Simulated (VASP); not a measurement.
A convergence study with VASP on Zr (hcp): a few settings are varied, all else stays as given below, so the limit is that of these other settings. The cell's lengths are 1 % over those of the tabulated start and one atom is moved, so it is off equilibrium.

```yaml
crystal:
  lattice:
    - [1.63115, -2.82524, 0.00000]
    - [1.63115, 2.82524, 0.00000]
    - [0.00000, 0.00000, 5.20150]
  atoms:
    - { symbol: Zr, position: [0.33333, 0.66667, 0.25000] }
    - { symbol: Zr, position: [0.68524, 0.35191, 0.75000] }
```

The numbers are results of PBEsol GGA, VASP's PBE PAW potentials (set 64) (plane waves; VASP), not measurements. The last row used: 900 eV cut-off, 10×10×6 Γ-centred mesh, first-order Methfessel-Paxton smearing of 0.10 eV, potentials Zr_sv.

Energies of different potentials or hybrids have different zeros.

```
setting      E (eV/atom)  pressure (GPa)  plane waves
-----------  -----------  --------------  -----------
ENCUT = 300      -9.0460           -6.48          582
ENCUT = 400      -9.0526           -6.06          888
ENCUT = 520      -9.0533           -5.90         1306
ENCUT = 700            …               …         2032
ENCUT = 900            …               …         2963
```

Q: What belongs in the gaps?

A: 
- ENCUT = 900, E (eV/atom): -9.0535
- ENCUT = 900, pressure (GPa): -5.81
- ENCUT = 700, E (eV/atom): -9.0536
- ENCUT = 700, pressure (GPa): -5.84

Left out are rungs that failed or repeat a setting and relaxations that didn't move; long series are thinned to 24 rows.

The compound is Zr in the hcp structure. The cell was not relaxed at this level, it is distorted from the ideal structure.
